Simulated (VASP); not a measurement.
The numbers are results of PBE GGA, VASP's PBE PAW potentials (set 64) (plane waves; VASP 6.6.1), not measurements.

A VASP calculation is set up with these files.

File POSCAR:
```
Ga35N35O
1.0
  4.8683178927  -8.4321738171   0.0000000000
  4.8683178927   8.4321738171   0.0000000000
  0.0000000000   0.0000000000  10.5562839806
Ga N O
35 35 1
direct
  0.2232980000   0.1178400000   0.2535570000
  0.1111110000   0.2222220000   0.0000000000
  0.2236670000   0.1151180000   0.7511530000
  0.1116110000   0.2201780000   0.5045650000
  0.2222220000   0.4444440000   0.2500000000
  0.1111110000   0.5555560000   0.0000000000
  0.2222220000   0.4444440000   0.7500000000
  0.1111110000   0.5555560000   0.5000000000
  0.2222220000   0.7777780000   0.2500000000
  0.1111110000   0.8888890000   0.0000000000
  0.2222220000   0.7777780000   0.7500000000
  0.1111110000   0.8888890000   0.5000000000
  0.5541090000   0.1085110000   0.2531100000
  0.4444440000   0.2222220000   0.0000000000
  0.5548390000   0.1116940000   0.7530730000
  0.5564580000   0.4490470000   0.2480600000
  0.4444440000   0.5555560000   0.0000000000
  0.5604160000   0.4461210000   0.7515110000
  0.4480330000   0.5619390000   0.4961040000
  0.5555560000   0.7777780000   0.2500000000
  0.4444440000   0.8888890000   0.0000000000
  0.5555560000   0.7777780000   0.7500000000
  0.4444440000   0.8888890000   0.5000000000
  0.8888890000   0.1111110000   0.2500000000
  0.7777780000   0.2222220000   0.0000000000
  0.8888890000   0.1111110000   0.7500000000
  0.7766620000   0.2240030000   0.5041540000
  0.8888890000   0.4444440000   0.2500000000
  0.7777780000   0.5555560000   0.0000000000
  0.8888890000   0.4444440000   0.7500000000
  0.7779330000   0.5581640000   0.5035010000
  0.8888890000   0.7777780000   0.2500000000
  0.7777780000   0.8888890000   0.0000000000
  0.8888890000   0.7777780000   0.7500000000
  0.7777780000   0.8888890000   0.5000000000
  0.2220850000   0.1097950000   0.4387180000
  0.1111110000   0.2222220000   0.1885000000
  0.2222220000   0.1111110000   0.9385000000
  0.1111110000   0.2222220000   0.6885000000
  0.2222220000   0.4444440000   0.4385000000
  0.1111110000   0.5555560000   0.1885000000
  0.2222220000   0.4444440000   0.9385000000
  0.1111110000   0.5555560000   0.6885000000
  0.2222220000   0.7777780000   0.4385000000
  0.1111110000   0.8888890000   0.1885000000
  0.2222220000   0.7777780000   0.9385000000
  0.1111110000   0.8888890000   0.6885000000
  0.5576730000   0.1158910000   0.4420290000
  0.4444440000   0.2222220000   0.1885000000
  0.5555560000   0.1111110000   0.9385000000
  0.4403650000   0.2195880000   0.6891000000
  0.4444440000   0.5555560000   0.1885000000
  0.5555560000   0.4444440000   0.9385000000
  0.4444440000   0.5555560000   0.6885000000
  0.5555560000   0.7777780000   0.4385000000
  0.4444440000   0.8888890000   0.1885000000
  0.5555560000   0.7777780000   0.9385000000
  0.4444440000   0.8888890000   0.6885000000
  0.8888890000   0.1111110000   0.4385000000
  0.7777780000   0.2222220000   0.1885000000
  0.8888890000   0.1111110000   0.9385000000
  0.7777780000   0.2222220000   0.6885000000
  0.8888890000   0.4444440000   0.4385000000
  0.7777780000   0.5555560000   0.1885000000
  0.8888890000   0.4444440000   0.9385000000
  0.7777780000   0.5555560000   0.6885000000
  0.8888890000   0.7777780000   0.4385000000
  0.7777780000   0.8888890000   0.1885000000
  0.8888890000   0.7777780000   0.9385000000
  0.7777780000   0.8888890000   0.6885000000
  0.5585590000   0.4474720000   0.4432890000
```

**KPOINTS**
```
K-points
0
Gamma
 1 1 1
0 0 0
```

**INCAR**
```
SYSTEM = Ga35N35O
PREC = Normal
ENCUT = 400
EDIFF = 1E-5
NELM = 100
ALGO = Fast
LREAL = Auto
LASPH = .TRUE.
ISMEAR = 0
SIGMA = 0.05
GGA = PE
LMAXMIX = 4
LWAVE = .TRUE.
LCHARG = .FALSE.
NELMIN = 4
ISYM = 0
NELECT = 285.0
ISPIN = 2
NUPDOWN = 1
MAGMOM = 71*0.0141
LORBIT = 10
IBRION = 2
ISIF = 2
NSW = 70
EDIFFG = -0.03
```

POTCAR, in this order: Ga N O (PBE.64 set). Program: vasp_gam.

### Question
What will the output report for the number of irreducible k-points (NKPTS), largest plane-wave count, FFT grid (NGX, NGY, NGZ)?

### Answer

```yaml
number of irreducible k-points (NKPTS): 1
largest_plane_wave_count: 7908
FFT grid (NGX, NGY, NGZ): 48 × 48 × 54
```

The cell is a supercell with a defect, built from GaN (wurtzite): O_N-vac_Ga, charge +1.
